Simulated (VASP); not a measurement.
An input for Quantum ESPRESSO's pw.x (written as the equivalent of a VASP run, and not itself run):

```
&CONTROL
  calculation = 'vc-relax'
  pseudo_dir = './pseudo'
  outdir = './out'
  tprnfor = .true.
  tstress = .true.
  nstep = 40
  forc_conv_thr = 0.00078
/
&SYSTEM
  ibrav = 0
  nat = 2
  ntyp = 2
  ecutwfc = 84
  occupations = 'smearing'
  smearing = 'methfessel-paxton'
  degauss = 0.00735
  input_dft = 'pbesol'
/
&ELECTRONS
  conv_thr = 7.3e-08
  electron_maxstep = 100
/
&IONS
/
&CELL
/
ATOMIC_SPECIES
  In 114.818 In.upf
  As 74.922 As.upf
CELL_PARAMETERS angstrom
     0.0000000    2.8261768    2.8261768
     2.8261768    0.0000000    2.8261768
     2.8261768    2.8261768    0.0000000
ATOMIC_POSITIONS crystal
  In   0.0000000  0.0000000  0.0000000
  As   0.5000000  0.5000000  0.5000000
K_POINTS automatic
  11 11 11 0 0 0
```

Write the VASP files for the same calculation (PBEsol).

This is not unique; one that fits is 
File KPOINTS:
```
Automatic mesh
0
Gamma
11 11 11
0 0 0
```

### POSCAR
```
InAs
1
    0.0000000000     2.8261768368     2.8261768368
    2.8261768368     0.0000000000     2.8261768368
    2.8261768368     2.8261768368     0.0000000000
In As
1 1
Direct
  0.0000000000   0.0000000000   0.0000000000
  0.5000000000   0.5000000000   0.5000000000
```

INCAR:
```
ALGO=Normal
EDIFF=1E-6
EDIFFG=-0.02
ENCUT=500
GGA=PS
IBRION=2
ISIF=3
ISMEAR=1
LASPH=.TRUE.
LCHARG=.FALSE.
LMAXMIX=4
LREAL=.FALSE.
LWAVE=.FALSE.
NELM=100
NSW=40
PREC=Accurate
SIGMA=0.1
SYSTEM=InAs
```

POTCAR, in this order: In_d As (PBE.64 set). Program: vasp_std.

Limits of the translation: the potentials are each code's own (VASP's PAW set, PseudoDojo norm-conserving files in pw.x), so ENCUT and ecutwfc are chosen apart and not converted; conv_thr bounds pw.x's estimated SCF error, while EDIFF bounds the energy change between steps; forc_conv_thr acts on force components and is met together with etot_conv_thr.

The structure was generated: InAs was put into the rock salt type (Fm-3m), which need not be its known phase. It was relaxed first.
